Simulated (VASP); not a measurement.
# Zn2CdSeS2 (P3m1) in VASP: notebook

Runs on Zn2CdSeS2. Level: PBE. Tasks: relaxation of cell and atoms.

Everything below comes from runs of VASP 6.6.1. Logs are shortened: lines on timing, memory, paths and dates and some standing lists are left out, and cuts for length are marked.

### 1 Starting point

Symmetry: P3m1, No. 156, trigonal system. The conventional cell has a = 4.041 Å, b = 4.041 Å, c = 9.883 Å, α = 90.00°, β = 90.00°, γ = 120.00°. Around Zn (site symmetry 3m) lie 1 S at 2.35 Å and 3 Se at 2.48 Å. Around Zn (site symmetry 3m) lie 4 S at 2.34 to 2.43 Å. Cd (site symmetry 3m) has 3 S at 2.53 Å and 1 Se at 2.67 Å as nearest neighbours. Se (site symmetry 3m) has 3 Zn at 2.48 Å and 1 Cd at 2.67 Å as nearest neighbours. Around S (site symmetry 3m) lie 1 Zn at 2.34 Å and 3 Cd at 2.53 Å. S (site symmetry 3m) has 4 Zn at 2.35 to 2.43 Å as nearest neighbours.

The cell was built by a generator and needn't be a form met in nature.

### 2 Relaxation of cell and atoms, PBE

Input file INCAR:

```
PREC = Accurate
ENCUT = 520
EDIFF = 1E-6
ISMEAR = 0
SIGMA = 0.03
LREAL = False
LASPH = True
NELM = 120
ALGO = Normal
ISIF = 3
LWAVE = False
LCHARG = False
GGA = PE
IBRION = 2
NSW = 90
EDIFFG = -0.01
KPAR = 4
```

Input file KPOINTS:

```
regular mesh
0
Gamma
  8 8 4
```

Input file POSCAR:

```
Zn2CdSeS2
1.0
    4.0406114400      0.0000000000      0.0000000000
   -2.0203057200      3.4992721600      0.0000000000
    0.0000000000      0.0000000000      9.8830000000
Zn Cd Se S
2 1 1 2
Direct
    0.3333333300      0.6666666700      0.3502984900
    0.6666666700      0.3333333300      0.6579985800
    0.0000000000      0.0000000000      0.9943337000
    0.0000000000      0.0000000000      0.2642922200
    0.6666666700      0.3333333300      0.8951735300
    0.3333333300      0.6666666700      0.5878781700
```

Potentials or basis: VASP PAW PBE potentials, release 64 (Zn, Cd, Se, S).

Started as:

```bash
$ cat potpaw_PBE.64/Zn/POTCAR potpaw_PBE.64/Cd/POTCAR potpaw_PBE.64/Se/POTCAR potpaw_PBE.64/S/POTCAR > POTCAR
$ mpirun -np 4 vasp_std > vasp.out
```

OUTCAR:

```text
PREC = Accurate
   ENCUT = 520
   EDIFF = 1E-6
   ISMEAR = 0
   LREAL = False
   LASPH = True
   NELM = 120
   ISIF = 3
   GGA = PE
   IBRION = 2
   NSW = 90
   EDIFFG = -0.01

 ion  position               nearest neighbor table
   1  0.333  0.667  0.350-   6 2.35   4 2.48   4 2.48   4 2.48
   2  0.667  0.333  0.658-   5 2.34   6 2.43   6 2.43   6 2.43
   3  0.000  0.000  0.994-   5 2.53   5 2.53   5 2.53   4 2.67
   4  0.000  0.000  0.264-   1 2.48   1 2.48   1 2.48   3 2.67
   5  0.667  0.333  0.895-   2 2.34   3 2.53   3 2.53   3 2.53
   6  0.333  0.667  0.588-   1 2.35   2 2.43   2 2.43   2 2.43

  LATTYP: Found a hexagonal cell.
 ALAT       =     4.0406114400
 C/A-ratio  =     2.4459169477

  Lattice vectors:

 A1 = (   4.0406114400,   0.0000000000,   0.0000000000)
 A2 = (  -2.0203057200,   3.4992721600,   0.0000000000)
 A3 = (   0.0000000000,   0.0000000000,   9.8830000000)

Analysis of symmetry for initial positions (statically):
=====================================================================
 Subroutine PRICEL returns:
 Original cell was already a primitive cell.

 Routine SETGRP: Setting up the symmetry group for a
 hexagonal supercell.

 Subroutine GETGRP returns: Found  6 space group operations
 (whereof  6 operations were pure point group operations)
 out of a pool of 24 trial point group operations.

The static configuration has the point symmetry C_3v.

Analysis of symmetry for dynamics (positions and initial velocities):
=====================================================================
 Subroutine PRICEL returns:
 Original cell was already a primitive cell.

 Routine SETGRP: Setting up the symmetry group for a
 hexagonal supercell.

 Subroutine GETGRP returns: Found  6 space group operations
 (whereof  6 operations were pure point group operations)
 out of a pool of 24 trial point group operations.

The dynamic configuration has the point symmetry C_3v.

 Subroutine INISYM returns: Found  6 space group operations
 (whereof  6 operations are pure point group operations),
 and found     1 'primitive' translations

----------------------------------------------------------------------------------------

                                     Primitive cell

  volume of cell :     139.7377

  direct lattice vectors                    reciprocal lattice vectors
     4.040611440  0.000000000  0.000000000     0.247487296  0.142886857  0.000000000
    -2.020305720  3.499272160  0.000000000     0.000000000  0.285773714  0.000000000
     0.000000000  0.000000000  9.883000000     0.000000000  0.000000000  0.101183851

  length of vectors
     4.040611440  4.040611445  9.883000000     0.285773714  0.285773714  0.101183851

  position of ions in fractional coordinates (direct lattice)
     0.333333330  0.666666670  0.350298490
     0.666666670  0.333333330  0.657998580
     0.000000000  0.000000000  0.994333700
     0.000000000  0.000000000  0.264292220
     0.666666670  0.333333330  0.895173530
     0.333333330  0.666666670  0.587878170

  ion indices of the primitive-cell ions
   primitive index   ion index
                 1           1
                 2           2
                 3           3
                 4           4
                 5           5
                 6           6

----------------------------------------------------------------------------------------

 KPOINTS: regular mesh

Automatic generation of k-mesh.
 Grid dimensions read from file:
 generate k-points for:    8    8    4

 Generating k-lattice:

  Cartesian coordinates                     Fractional coordinates (reciprocal lattice)
     0.030935912  0.017860857  0.000000000     0.125000000  0.000000000  0.000000000
     0.000000000  0.035721714  0.000000000     0.000000000  0.125000000  0.000000000
     0.000000000  0.000000000  0.025295963     0.000000000  0.000000000  0.250000000

  Length of vectors
     0.035721714  0.035721714  0.025295963

  Shift w.r.t. Gamma in fractional coordinates (k-lattice)
     0.000000000  0.000000000  0.000000000

 Subroutine IBZKPT returns following result:
 ===========================================

 Found     35 irreducible k-points:

 Following reciprocal coordinates:
            Coordinates               Weight
  0.000000  0.000000  0.000000      1.000000
  0.125000  0.000000  0.000000      6.000000
  0.250000  0.000000  0.000000      6.000000
  0.375000  0.000000  0.000000      6.000000
  0.500000  0.000000  0.000000      3.000000
  0.125000  0.125000  0.000000      6.000000
[... 16 lines left out ...]
 -0.125000  0.500000  0.250000     12.000000
  0.250000  0.250000  0.250000     12.000000
 [... further k-points ...]
   k-points           NKPTS =     35   k-points in BZ     NKDIM =     35   number of bands    NBANDS=     32
   number of dos      NEDOS =    301   number of ions     NIONS =      6
   total plane-waves  NPLWV =  72000
   dimension x,y,z NGX =    30 NGY =   30 NGZ =   80
   dimension x,y,z NGXF=    60 NGYF=   60 NGZF=  160
   ions per type =               2   1   1   2
   NGX,Y,Z   is equivalent  to a cutoff of  12.34, 12.34, 13.46 a.u.
   NGXF,Y,Z  is equivalent  to a cutoff of  24.69, 24.69, 26.91 a.u.
 SYSTEM =  unknown system
   PREC   = accura    normal or accurate (medium, high low for compatibility)
   ISTART =      0    job   : 0-new  1-cont  2-samecut
   ICHARG =      2    charge: 1-file 2-atom 10-const
   ISPIN  =      1    spin polarized calculation?
   LNONCOLLINEAR =      F non collinear calculations
   LSORBIT =      F    spin-orbit coupling
   LASPH  =      T    aspherical Exc in radial PAW
   ENCUT  =  520.0 eV  38.22 Ry    6.18 a.u.   7.51  7.51 18.38*2*pi/ulx,y,z
   NELM   =    120;   NELMIN=  2; NELMDL= -5     # of ELM steps
   EDIFF  = 0.1E-05   stopping-criterion for ELM
   LREAL  =      F    real-space projection
   EDIFFG = -.1E-01   stopping-criterion for IOM
   NSW    =     90    number of steps for IOM
   IBRION =      2    ionic relax: 0-MD 1-quasi-New 2-CG
   NFREE  =      1    steps in history (QN), initial steepest desc. (CG)
   ISIF   =      3    stress and relaxation
   ISYM   =      2    0-nonsym 1-usesym 2-fastsym
   POTIM  = 0.5000    time-step for ionic-motion
   TEBEG  =    0.0;   TEEND  =   0.0 temperature during run
   PSTRESS=    0.0 pullay stress
   NELECT =      54.0000    total number of electrons
   NUPDOWN=      -1.0000    fix difference up-down
   EMIN   =  10.00;   EMAX   =-10.00  energy-range for DOS
   EFERMI =   0.00;   METHOD = LEGACY
   ISMEAR =     0;   SIGMA  =   0.03  broadening in eV -4-tet -1-fermi 0-gaus
   EFERMI_NEDOS =   21; number of points for ismear=-14 and -15
   IALGO  =     38    algorithm
   IMIX   =      4    mixing-type and parameters
     AMIX     =   0.40;   BMIX     =  1.00
     AMIX_MAG =   1.60;   BMIX_MAG =  1.00
  volume/ion in A,a.u.               =      23.29       157.17
  Fermi-wavevector in a.u.,A,eV,Ry     =   1.192435  2.253376 19.346156  1.421902
  Thomas-Fermi vector in A             =   2.328474
   LORBIT       =      0    0 simple, 1 ext, 2 COOP (PROOUT), +10 PAW based schemes
   GGA     = PE    functional components
   LHFCALC =     F    Hartree Fock is set to
   AEXX    =    0.0000 exact exchange contribution
   IVDW    =     0    specifies the selected vdW correction
   LEPSILON=     F    determine dielectric tensor
   LRPA    =     F    only Hartree local field effects (RPA)
 conjugate gradient relaxation of ions
 non-spin polarized calculation
 Gauss-broadening in eV      SIGMA  =   0.03
  energy-cutoff  :      520.00
  volume of cell :      139.74
 maximum number of plane-waves:      3792
   NGX = 15   NGY = 15   NGZ = 37

--------------------------------------- Ionic step        1  -------------------------------------------

 number of electron      54.0000052 magnetization

 Free energy of the ion-electron system (eV)
  ---------------------------------------------------
  ext. energy  EPLUGINS =         0.00000000
  ---------------------------------------------------
  free energy    TOTEN  =       -18.94676440 eV

  energy without entropy =      -18.94676440  energy(sigma->0) =      -18.94676440

------------------------ aborting loop because EDIFF is reached ----------------------------------------

  FORCE on cell =-STRESS in cart. coord.  units (eV):
  Direction    XX          YY          ZZ          XY          YZ          ZX
  --------------------------------------------------------------------------------------
  -------------------------------------------------------------------------------------
  Total       -0.2121405     -0.2121405      0.2416257     -0.0000000     -0.0000000      0.0000000
  in kB       -2.4323190     -2.4323190      2.7703851     -0.0000000     -0.0000000      0.0000000
  external PRESSURE =      -0.6980843 kB  Pullay stress =       0.0000000 kB
[... 225 lines left out ...]
  energy  without entropy=      -18.9479850426  energy(sigma->0) =      -18.94798504

--------------------------------------- Ionic step        7  -------------------------------------------

 number of electron      54.0000038 magnetization

 Free energy of the ion-electron system (eV)
  ---------------------------------------------------
  ext. energy  EPLUGINS =         0.00000000
  ---------------------------------------------------
  free energy    TOTEN  =       -18.94800827 eV

  energy without entropy =      -18.94800827  energy(sigma->0) =      -18.94800827

 E-fermi :   1.5935     XC(G=0):  -9.1924

 val. band max:        1.4328158273   @ k =   0.0000   0.0000   0.0000
 cond. band min:       2.6285254909   @ k =   0.0000   0.0000   0.0000
 fundamental gap:      1.1957096637
 Fermi energy:         1.5934836610

 k-point     1 :       0.0000    0.0000    0.0000
  band No.  band energies     occupation
      1     -11.3704      2.00000
      2     -10.9350      2.00000
      3     -10.7199      2.00000
      4      -6.3499      2.00000
      5      -6.3499      2.00000
      6      -6.1975      2.00000
[... 829 lines left out ...]
     31       6.6618      0.00000
     32       7.1080      0.00000

 [... further k-points ...]

------------------------ aborting loop because EDIFF is reached ----------------------------------------

  FORCE on cell =-STRESS in cart. coord.  units (eV):
  Direction    XX          YY          ZZ          XY          YZ          ZX
  --------------------------------------------------------------------------------------
  -------------------------------------------------------------------------------------
  Total        0.0098207      0.0098207      0.0483334      0.0000000      0.0000000      0.0000000
  in kB        0.1127829      0.1127829      0.5550723      0.0000000      0.0000000      0.0000000
  external PRESSURE =       0.2602127 kB  Pullay stress =       0.0000000 kB
[... 21 lines left out ...]
  FREE ENERGIE OF THE ION-ELECTRON SYSTEM (eV)
  ---------------------------------------------------
  free  energy   TOTEN  =       -18.9480082682 eV

  energy  without entropy=      -18.9480082682  energy(sigma->0) =      -18.94800827

 reached required accuracy - stopping structural energy minimisation
```

It took 2.3 min on 4 MPI ranks of Intel Xeon Platinum 8488C (Sapphire Rapids), shared host; peak memory 0.38 GiB.

What came out:

```
Free energy                            : -18.9480 eV
Relaxed volume                         : 23.25 Å³/atom
Relaxed cell                           : a = 4.029 Å, b = 4.029 Å, c = 9.923 Å, α = 90.00°, β = 90.00°, γ = 120.00°
Space group after relaxing (to 0.05 Å) : P3m1 (No. 156)
Energy gained by relaxing              : 0.2 meV/atom
Ionic steps                            : 7
Pressure after relaxing                : 0.0 GPa
Largest force after relaxing           : 0.006 eV/Å
Band gap on the k mesh                 : 1.20 eV, direct
```

Forces in eV/Å, atoms in the order of the input:
```
Zn   0.000  0.000 -0.005
Zn   0.000  0.000 -0.001
Cd   0.000  0.000 -0.002
Se   0.000  0.000  0.006
S    0.000  0.000  0.003
S    0.000  0.000  0.000
```

The path:
| step | energy change (eV) | largest force (eV/Å) | pressure (GPa) | volume (Å³) |
| --- | --- | --- | --- | --- |
| 1 | 0.0000 | 0.0317 | -0.07 | 139.74 |
| 2 | -0.0008 | 0.0370 | 0.01 | 139.53 |
| 3 | -0.0008 | 0.0386 | 0.03 | 139.47 |
| 4 | -0.0011 | 0.0234 | 0.01 | 139.53 |
| 5 | -0.0012 | 0.0128 | -0.04 | 139.62 |
| 6 | -0.0012 | 0.0141 | -0.03 | 139.62 |
| 7 | -0.0012 | 0.0057 | 0.03 | 139.51 |

Final structure:
```
Zn Cd Se S
1.0
     4.02919    0.00000    0.00000
    -2.01460    3.48938    0.00000
     0.00000    0.00000    9.92299
Zn Cd Se S
2 1 1 2
Direct
  0.33333 0.66667 0.35049
  0.66667 0.33333 0.65848
  0.00000 0.00000 0.99492
  0.00000 0.00000 0.26350
  0.66667 0.33333 0.89510
  0.33333 0.66667 0.58748
```

Levels at points of the mesh, in eV from the valence-band top:
| k point | band 23 | band 24 | band 25 | band 26 | band 27 | band 28 | band 29 | band 30 | band 31 | band 32 |
| --- | --- | --- | --- | --- | --- | --- | --- | --- | --- | --- |
| (0.00, 0.00, 0.00) | -0.47 | -0.47 | -0.17 | 0.00 | 0.00 | 1.20 | 2.61 | 3.16 | 5.90 | 6.10 |
| (0.50, 0.00, 0.00) | -2.09 | -1.87 | -1.64 | -1.15 | -1.07 | 3.19 | 3.64 | 3.70 | 3.99 | 5.78 |
| (0.00, 0.00, 0.50) | -1.05 | -0.32 | -0.32 | -0.12 | -0.12 | 2.31 | 2.44 | 2.92 | 5.44 | 6.26 |
| (0.50, 0.00, 0.50) | -2.36 | -2.05 | -1.52 | -0.89 | -0.78 | 2.74 | 3.50 | 4.07 | 4.48 | 4.89 |

Expect the measured gap to be larger: semilocal functionals such as PBE lack the derivative discontinuity.

### 3 Relaxation of cell and atoms, PBE

Edit INCAR of step 2 so:

```diff
@@ -2,3 +2,3 @@
 ENCUT = 520
-EDIFF = 1E-6
+EDIFF = 1E-7
 ISMEAR = 0
@@ -14,4 +14,5 @@
 IBRION = 2
-NSW = 90
-EDIFFG = -0.01
+NSW = 60
+EDIFFG = -0.005
+POTIM = 0.3
 KPAR = 4
```

KPOINTS is that of step 2.

Input file POSCAR:

```
Zn2CdSeS2                               
1.0
    4.0291900709      0.0000000000      0.0000000000
   -2.0145950355      3.4893809642      0.0000000000
    0.0000000000     -0.0000000000      9.9229880605
  Zn              Cd              Se              S             
     2     1     1     2
Direct
     0.3333333300000021    0.6666666699999979    0.3504909548593353
     0.6666666699999979    0.3333333300000021    0.6584814489850174
     0.0000000000000000    0.0000000000000000    0.9949209614847631
     1.0000000000000000    1.0000000000000000    0.2635038994825389
     0.6666666699999979    0.3333333300000021    0.8950986004505194
     0.3333333300000021    0.6666666699999979    0.5874788247378280
```

Potentials or basis: VASP PAW PBE potentials, release 64 (Zn, Cd, Se, S).

Started as:

```bash
$ cat potpaw_PBE.64/Zn/POTCAR potpaw_PBE.64/Cd/POTCAR potpaw_PBE.64/Se/POTCAR potpaw_PBE.64/S/POTCAR > POTCAR
$ mpirun -np 4 vasp_std > vasp.out
```

OUTCAR:

```text
PREC = Accurate
   ENCUT = 520
   EDIFF = 1E-7
   ISMEAR = 0
   LREAL = False
   LASPH = True
   NELM = 120
   ISIF = 3
   GGA = PE
   IBRION = 2
   NSW = 60
   EDIFFG = -0.005
   POTIM = 0.3

 ion  position               nearest neighbor table
   1  0.333  0.667  0.350-   6 2.35   4 2.48   4 2.48   4 2.48
   2  0.667  0.333  0.658-   5 2.35   6 2.43   6 2.43   6 2.43
   3  0.000  0.000  0.995-   5 2.53   5 2.53   5 2.53   4 2.67
   4  0.000  0.000  0.264-   1 2.48   1 2.48   1 2.48   3 2.67
   5  0.667  0.333  0.895-   2 2.35   3 2.53   3 2.53   3 2.53
   6  0.333  0.667  0.587-   1 2.35   2 2.43   2 2.43   2 2.43
[... 1102 lines left out ...]
  Total        0.0000075      0.0000075      0.0182289     -0.0000000      0.0000000     -0.0000000
  in kB        0.0000859      0.0000859      0.2093211     -0.0000000      0.0000000     -0.0000000
  external PRESSURE =       0.0698310 kB  Pullay stress =       0.0000000 kB

 VOLUME and BASIS-vectors are now :
 -----------------------------------------------------------------------------
  energy-cutoff  :      520.00
  volume of cell :      139.53
      direct lattice vectors                 reciprocal lattice vectors
     4.029069624  0.000000000  0.000000000     0.248196257  0.143296176 -0.000000000
    -2.014534812  3.489276654  0.000000000    -0.000000000  0.286592351 -0.000000000
     0.000000000  0.000000000  9.924689223     0.000000000  0.000000000  0.100758823

 POSITION                                       TOTAL-FORCE (eV/Angst)
 -----------------------------------------------------------------------------------
     -0.00000      2.32618      3.47837        -0.000000      0.000000     -0.002377
      2.01453      1.16309      6.53519        -0.000000      0.000000      0.000229
     -2.01453      3.48928      9.87422        -0.000000     -0.000000     -0.000018
     -2.01453      3.48928      2.61535         0.000000      0.000000      0.002793
      2.01453      1.16309      8.88365         0.000000     -0.000000      0.000690
     -0.00000      2.32618      5.83055        -0.000000     -0.000000     -0.001318
 -----------------------------------------------------------------------------------
    total drift:                               -0.000000     -0.000002     -0.003647

  FREE ENERGIE OF THE ION-ELECTRON SYSTEM (eV)
  ---------------------------------------------------
  free  energy   TOTEN  =       -18.9479965582 eV

  energy  without entropy=      -18.9479965582  energy(sigma->0) =      -18.94799656

 reached required accuracy - stopping structural energy minimisation
```

Wall time 57 s (4 MPI ranks of Intel Xeon Platinum 8488C (Sapphire Rapids), shared host); peak memory 0.37 GiB.

What came out:

* Free energy: -18.9480 eV
* Relaxed volume: 23.25 Å³/atom
* Relaxed cell: a = 4.029 Å, b = 4.029 Å, c = 9.925 Å, α = 90.00°, β = 90.00°, γ = 120.00°
* Space group after relaxing (to 0.05 Å): P3m1 (No. 156)
* Energy gained by relaxing: 0.0 meV/atom
* Ionic steps: 2
* Pressure after relaxing: 0.0 GPa
* Band gap on the k mesh: 1.20 eV, direct

Forces on the atoms (eV/Å):
```
Zn   0.000  0.000 -0.002
Zn   0.000  0.000  0.000
Cd   0.000  0.000  0.000
Se   0.000  0.000  0.003
S    0.000  0.000  0.001
S    0.000  0.000 -0.001
```

Final structure:
```xyz
6
Lattice="4.0291 0.0000 0.0000 -2.0145 3.4893 0.0000 0.0000 0.0000 9.9247" Properties=species:S:1:pos:R:3 pbc="T T T"
Zn    0.0000    2.3262    3.4784
Zn    2.0145    1.1631    6.5352
Cd   -2.0145    3.4893    9.8742
Se   -2.0145    3.4893    2.6154
S     2.0145    1.1631    8.8837
S     0.0000    2.3262    5.8306
```

Levels at points of the mesh, in eV from the valence-band top:
| k point | band 23 | band 24 | band 25 | band 26 | band 27 | band 28 | band 29 | band 30 | band 31 | band 32 |
| --- | --- | --- | --- | --- | --- | --- | --- | --- | --- | --- |
| (0.00, 0.00, 0.00) | -0.47 | -0.47 | -0.17 | 0.00 | 0.00 | 1.20 | 2.61 | 3.16 | 5.89 | 6.10 |
| (0.50, 0.00, 0.00) | -2.09 | -1.87 | -1.64 | -1.15 | -1.07 | 3.19 | 3.64 | 3.70 | 3.99 | 5.78 |
| (0.00, 0.00, 0.50) | -1.05 | -0.32 | -0.32 | -0.12 | -0.12 | 2.31 | 2.44 | 2.92 | 5.44 | 6.26 |
| (0.50, 0.00, 0.50) | -2.36 | -2.05 | -1.52 | -0.89 | -0.78 | 2.74 | 3.50 | 4.07 | 4.48 | 4.89 |
